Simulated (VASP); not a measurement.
Consider the following.

```
C
1.0
    1.23367    -2.13678     0.00000
    1.23367     2.13678     0.00000
    0.00000     0.00000     7.92714
C
4
Direct
  0.00000   0.00000   0.25000
  0.00000   0.00000   0.75000
  0.33333   0.66667   0.25000
  0.66667   0.33333   0.75000
```

The numbers are results of PBE GGA, VASP's PBE PAW potentials (set 64) (plane waves; VASP 6.6.1), not measurements. Settings: 520 eV cut-off, 11×11×3 Γ-centred mesh, tetrahedra with Blöchl corrections, potentials C.

The cores are frozen, which limits the accuracy of field gradients. Without a dispersion term in the relaxation, distances and binding between the weakly bound layers, chains or molecules are unreliable, and so is what depends on them.

Q: Give the principal components of the electric field gradient (V/Å²) and the asymmetry η at each nucleus.

A: 
| atom | Vxx | Vyy | Vzz | η |
|---|---|---|---|---|
| C1 | -15.3 | -15.3 | 30.6 | 0.00 |
| C2 | -15.3 | -15.3 | 30.6 | 0.00 |
| C3 | -15.2 | -15.2 | 30.4 | 0.00 |
| C4 | -15.2 | -15.2 | 30.4 | 0.00 |

The compound is C in the graphite structure. It was relaxed first, which changed the volume by +19 %.
